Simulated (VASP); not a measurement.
Data:

```
Li2Se
1.0
    0.00000     2.98794     2.98794
    2.98794     0.00000     2.98794
    2.98794     2.98794     0.00000
Li Se
2 1
Direct
  0.25000   0.25000   0.25000
  0.75000   0.75000   0.75000
  0.00000   0.00000   0.00000
```

All values below come from PBE GGA with D3 dispersion (Becke-Johnson damping), VASP's PBE PAW potentials (set 64) (plane waves; VASP). Run with 520 eV cut-off, 7×7×7 Γ-centred mesh, Gaussian smearing of 0.050 eV, potentials Li_sv Se.

Give the stress tensor in GPa (positive for a compressed cell).

```
-2.09   0.00   0.00
 0.00  -2.09   0.00
 0.00   0.00  -2.09
```
The pressure is its mean diagonal, -2.09 GPa.

The compound is Li2Se in the antifluorite structure. This cell is one point of a volume scan, at 1.06 of the reference volume.
